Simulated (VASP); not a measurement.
Computed with r2SCAN meta-GGA, VASP's PBE PAW potentials (set 64) (plane waves; VASP 6.6.1).

A VASP calculation is set up with these files.

### INCAR
```
ALGO = Normal
EDIFF = 1E-7
EDIFFG = -0.01
ENCUT = 520
IBRION = 2
ISIF = 4
ISMEAR = 1
LASPH = .TRUE.
LCHARG = .FALSE.
LMAXMIX = 6
LMIXTAU = .TRUE.
LREAL = .FALSE.
LWAVE = .FALSE.
METAGGA = R2SCAN
NELM = 100
NSW = 30
PREC = Accurate
SIGMA = 0.1
SYSTEM = Re
```

File POSCAR:
```
Re
1
    1.3783239832    -2.3873270541     0.0000000000
    1.3783239832     2.3873270541     0.0000000000
    0.0000000000     0.0000000000     4.4665468585
Re
2
Direct
  0.3333330000   0.6666670000   0.2500000000
  0.6666670000   0.3333330000   0.7500000000
```

### KPOINTS
```
Automatic
0
G
  15 15 8
0 0 0
```

POTCAR, in this order: Re (PBE.64 set). Program: vasp_std.

What VASP printed:

### OUTCAR
```
 ion  position               nearest neighbor table
   1  0.333  0.667  0.250-   2 2.74   2 2.74   2 2.74   2 2.74   2 2.74   2 2.74
   2  0.667  0.333  0.750-   1 2.74   1 2.74   1 2.74   1 2.74   1 2.74   1 2.74
  LATTYP: Found a hexagonal cell.
 ALAT       =     2.7566478676
 C/A-ratio  =     1.6202819776
 Subroutine PRICEL returns:
 Original cell was already a primitive cell.
 Subroutine GETGRP returns: Found 24 space group operations
The static configuration has the point symmetry D_3d.
 The point group associated with its full space group is D_6h.
The dynamic configuration has the point symmetry D_3d.
 Subroutine INISYM returns: Found 24 space group operations
 Subroutine IBZKPT returns following result:
 Found    135 irreducible k-points:

 Following reciprocal coordinates:
            Coordinates               Weight
  0.000000  0.000000  0.000000      1.000000
  0.066667  0.000000  0.000000      6.000000
  0.133333  0.000000  0.000000      6.000000
  0.200000  0.000000  0.000000      6.000000
  0.266667  0.000000  0.000000      6.000000
  0.333333  0.000000  0.000000      6.000000
  0.400000  0.000000  0.000000      6.000000
  0.466667  0.000000  0.000000      6.000000
  0.066667  0.066667  0.000000      6.000000
  0.133333  0.066667  0.000000     12.000000
  0.200000  0.066667  0.000000     12.000000
  0.266667  0.066667  0.000000     12.000000
  0.333333  0.066667  0.000000     12.000000
  0.400000  0.066667  0.000000     12.000000
  0.466667  0.066667  0.000000      6.000000
  0.133333  0.133333  0.000000      6.000000
  0.200000  0.133333  0.000000     12.000000
  0.266667  0.133333  0.000000     12.000000
  0.333333  0.133333  0.000000     12.000000
  0.400000  0.133333  0.000000     12.000000
  0.200000  0.200000  0.000000      6.000000
  0.266667  0.200000  0.000000     12.000000
...
```

**OSZICAR**
```
       N       E                     dE             d eps       ncg     rms          rms(c)
DAV:   1    -0.477235600136E+02   -0.47724E+02   -0.73155E+03  5360   0.166E+03
DAV:   2    -0.997063530043E+02   -0.51983E+02   -0.45001E+02  4800   0.339E+02
DAV:   3    -0.105717127935E+03   -0.60108E+01   -0.49040E+01  5007   0.242E+02
DAV:   4    -0.106102397787E+03   -0.38527E+00   -0.32571E+00  5463   0.286E+01
DAV:   5    -0.106118912780E+03   -0.16515E-01   -0.15888E-01  5129   0.357E+00    0.357E+01
DAV:   6    -0.105218969615E+03    0.89994E+00   -0.34248E-01  5536   0.116E+01    0.194E+01
DAV:   7    -0.103898910331E+03    0.13201E+01   -0.30426E+00  5327   0.539E+01    0.936E+00
DAV:   8    -0.104911437185E+03   -0.10125E+01   -0.10546E+00  5498   0.265E+01    0.650E-01
DAV:   9    -0.104905545741E+03    0.58914E-02   -0.97478E-03  5214   0.213E+00    0.469E-01
DAV:  10    -0.104891224412E+03    0.14321E-01   -0.13554E-02  5719   0.233E+00    0.720E-01
DAV:  11    -0.104904477072E+03   -0.13253E-01   -0.30722E-03  4701   0.841E-01    0.183E-01
DAV:  12    -0.104904444516E+03    0.32556E-04   -0.27789E-04  5319   0.590E-01    0.662E-02
DAV:  13    -0.104904429914E+03    0.14602E-04   -0.26304E-04  5299   0.565E-01    0.126E-02
DAV:  14    -0.104904430191E+03   -0.27628E-06   -0.23527E-05  5688   0.133E-01    0.120E-02
DAV:  15    -0.104904432321E+03   -0.21304E-05   -0.65984E-06  4755   0.658E-02    0.118E-02
DAV:  16    -0.104904435545E+03   -0.32240E-05   -0.36603E-06  5399   0.561E-02    0.311E-03
DAV:  17    -0.104904435931E+03   -0.38584E-06   -0.18688E-08  2244   0.587E-03    0.112E-03
DAV:  18    -0.104904435876E+03    0.55068E-07   -0.24028E-08  2184   0.634E-03
   1 F= -.10490444E+03 E0= -.10490474E+03  d E =-.104904E+03
       N       E                     dE             d eps       ncg     rms          rms(c)
DAV:   1    -0.104904675082E+03   -0.23915E-03   -0.33037E-02  4512   0.682E+00    0.892E-02
DAV:   2    -0.104904416314E+03    0.25877E-03   -0.37435E-04  5548   0.291E-01    0.467E-02
DAV:   3    -0.104904384869E+03    0.31445E-04   -0.81920E-05  5076   0.118E-01    0.111E-02
DAV:   4    -0.104904398072E+03   -0.13203E-04   -0.34853E-05  5760   0.946E-02    0.673E-03
DAV:   5    -0.104904406015E+03   -0.79433E-05   -0.93887E-06  5601   0.621E-02    0.218E-03
DAV:   6    -0.104904406337E+03   -0.32167E-06   -0.10391E-07  2244   0.106E-02    0.128E-03
DAV:   7    -0.104904406488E+03   -0.15059E-06   -0.46444E-08  2040   0.116E-02    0.193E-03
DAV:   8    -0.104904406428E+03    0.60112E-07   -0.60665E-08  1986   0.537E-03
   2 F= -.10490441E+03 E0= -.10490473E+03  d E =0.294483E-04
       N       E                     dE             d eps       ncg     rms          rms(c)
DAV:   1    -0.104904574143E+03   -0.16766E-03   -0.99124E-03  4492   0.374E+00    0.490E-02
DAV:   2    -0.104904496422E+03    0.77720E-04   -0.11106E-04  5536   0.155E-01    0.256E-02
DAV:   3    -0.104904487797E+03    0.86249E-05   -0.25160E-05  5243   0.677E-02    0.649E-03
DAV:   4    -0.104904491305E+03   -0.35080E-05   -0.96070E-06  5695   0.467E-02    0.347E-03
DAV:   5    -0.104904493420E+03   -0.21144E-05   -0.37169E-06  5045   0.377E-02    0.179E-03
DAV:   6    -0.104904494068E+03   -0.64852E-06   -0.21542E-07  2060   0.127E-02    0.104E-03
DAV:   7    -0.104904494100E+03   -0.32160E-07   -0.34532E-08  1899   0.942E-03
   3 F= -.10490449E+03 E0= -.10490481E+03  d E =-.582247E-04
```

**OUTCAR**
```
------------------------ aborting loop because EDIFF is reached ----------------------------------------
  FORCE on cell =-STRESS in cart. coord.  units (eV):
  Direction    XX          YY          ZZ          XY          YZ          ZX
  --------------------------------------------------------------------------------------
  Total        0.0062628      0.0062628      0.0048200      0.0000000     -0.0000000      0.0000000
  in kB        0.3413600      0.3413599      0.2627206      0.0000000     -0.0000000      0.0000000
  external PRESSURE =       0.3151468 kB  Pullay stress =       0.0000000 kB
  volume of cell :       29.39
      direct lattice vectors                 reciprocal lattice vectors
     1.377691641 -2.386231806  0.000000000     0.362925915 -0.209535385 -0.000000000
     1.377691641  2.386231806  0.000000000     0.362925915  0.209535385  0.000000000
     0.000000000 -0.000000000  4.470647969    -0.000000000 -0.000000000  0.223681222
 POSITION                                       TOTAL-FORCE (eV/Angst)
 -----------------------------------------------------------------------------------
      1.37769      0.79541      1.11766        -0.000000     -0.000000      0.000000
      1.37769     -0.79541      3.35299         0.000000      0.000000      0.000000
 -----------------------------------------------------------------------------------
    total drift:                               -0.000000      0.000010     -0.000017
  FREE ENERGIE OF THE ION-ELECTRON SYSTEM (eV)
  ---------------------------------------------------
  free  energy   TOTEN  =      -104.9044941005 eV

  energy  without entropy=     -104.9054314879  energy(sigma->0) =     -104.90480656

 reached required accuracy - stopping structural energy minimisation
```
(Selected blocks of OUTCAR.)

CONTCAR:
```
Re
   1.00000000000000
     1.3776916412425939   -2.3862318058501217    0.0000000000000000
     1.3776916412425939    2.3862318058501217    0.0000000000000000
     0.0000000000000000   -0.0000000000000000    4.4706479693038608
  Re
     2
Direct
     0.3333330000000032    0.6666669999999968    0.2500000000000000
     0.6666669999999968    0.3333330000000032    0.7500000000000000
```

The compound is Re in the hcp structure. This run relaxes it. Symmetry was kept, so distortions that lower it aren't found.
